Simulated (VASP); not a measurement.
Crystal: TeRu.

```xyz
2
Lattice="0.0000 3.1139 3.1139 3.1139 0.0000 3.1139 3.1139 3.1139 0.0000" Properties=species:S:1:pos:R:3 pbc="T T T"
Ru    0.0000    0.0000    0.0000
Te    1.5570    1.5570    1.5570
```

The cell comes from a database or a generator and needn't be the stable form of this composition.

Base run:

```yaml
Program: VASP 6.6.1
Functional: r2SCAN
Potentials_or_basis: VASP PAW PBE potentials, release 64 (Ru_pv, Te)
Cutoff: 520 eV
k_mesh: 5 × 5 × 5
Occupations: gaussian, width 0.05 eV
Spin: collinear spin, ferromagnetic start
Starting_moments: "[1.0, 0.0] μB"
Hubbard_terms: Ru d U = 6 eV
```

Its results: pressure 2.7 GPa; site moments Ru +2.25; Te -0.35 μB.

**Question.** The run is repeated on the same cell with these changes: further incar settings from ALGO = Normal; EDIFF = 1e-06 to ALGO = Normal; EDIFF = 1e-07; fixed moment from none to 3 μB. What comes out?

**Answer.** Pressure 0.5 GPa; site moments Ru +2.94; Te -0.04 μB.

Caveats: the PAW data sets were made with another functional, which shifts forces and pressure a little; the U is typed as a test and isn't derived for this compound; the moment is held away from its start (some runs); the total moment is fixed, so each spin has its own Fermi level (some runs).
